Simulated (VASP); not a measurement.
## FeSi (B20): computed properties

Computed with r2SCAN meta-GGA, VASP's PBE PAW potentials (set 64) (plane waves; VASP).

- space group: P2_13 (198)
- cell: a = b = c = 4.4030 Å, α = β = γ = 90.00°
- volume per atom: 10.67 Å³/atom
- band gap (over mesh and band path): 0.32 eV
- smallest direct gap (over mesh and band path): 0.34 eV
- density: 6.53 g/cm³

```
FeSi
1.0
    4.40298     0.00000     0.00000
    0.00000     4.40298     0.00000
    0.00000     0.00000     4.40298
Fe Si
4 4
Direct
  0.86296   0.63704   0.36296
  0.36296   0.86296   0.63704
  0.13704   0.13704   0.13704
  0.63704   0.36296   0.86296
  0.15870   0.34130   0.65870
  0.65870   0.15870   0.34130
  0.84130   0.84130   0.84130
  0.34130   0.65870   0.15870
```

Measured: gap 0.05 eV (computed value off by +0.27 eV), as given by Jan M Tomczak, Journal of Physics Condensed Matter (2018), arXiv:1802.07220; a 4.483 Å (computed value off by -1.8 %), as given by Wikipedia, Iron monosilicide. The calculation is for a static lattice, while the measured a holds thermal and zero-point effects, which are part of the difference.

The compound is FeSi in the B20 structure. It was relaxed first, which changed the volume by -6 %. Symmetry was kept, so distortions that lower it aren't found. The run is not spin-polarised, so no magnetic state was tried.
